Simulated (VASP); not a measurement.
Level of theory: vdW-DF2, VASP's PBE PAW potentials (set 64) (plane waves; VASP).

A VASP calculation is set up with these files.

KPOINTS:
```
Automatic mesh
0
Gamma
15 15 8
0 0 0
```

**INCAR**
```
! general
SYSTEM    =  Ru
PREC      =  Accurate
ENCUT     =  520
LREAL     =  .False.
LASPH     =  .True.

! electronic loop
EDIFF     =  1E-7
NELM      =  100
ALGO      =  Normal
LMAXMIX   =  4

! smearing
ISMEAR    =  1
SIGMA     =  0.1

! functional
GGA       =  ML
LUSE_VDW  =  .True.
AGGAC     =  0.0
ZAB_VDW   =  -1.8867

! ions
IBRION    =  2
NSW       =  30
ISIF      =  4
EDIFFG    =  -0.01

! output
LWAVE     =  .False.
LCHARG    =  .False.
```

File POSCAR:
```
Ru
1.0
  1.3692145817  -2.3715493891   0.0000000000
  1.3692145817   2.3715493891   0.0000000000
  0.0000000000   0.0000000000   4.2999951145
Ru
2
Cartesian
  1.3692145817   0.7905180441   1.0749987786
  1.3692145817  -0.7905180441   3.2249963359
```

POTCAR, in this order: Ru_pv (PBE.64 set). Program: vasp_std.

### Question
What will the output report for the number of irreducible k-points (NKPTS), largest plane-wave count, number of space-group operations, FFT grid (NGX, NGY, NGZ)?

### Answer

```
Item                                           Value
--------------------------------------  ------------
number of irreducible k-points (NKPTS)           135
largest plane-wave count                         768
number of space-group operations                  24
FFT grid (NGX, NGY, NGZ)                20 × 20 × 32
```

The compound is Ru in the hcp structure. This cell is one point of a volume scan, at 0.94 of the reference volume. Symmetry was kept, so distortions that lower it aren't found.
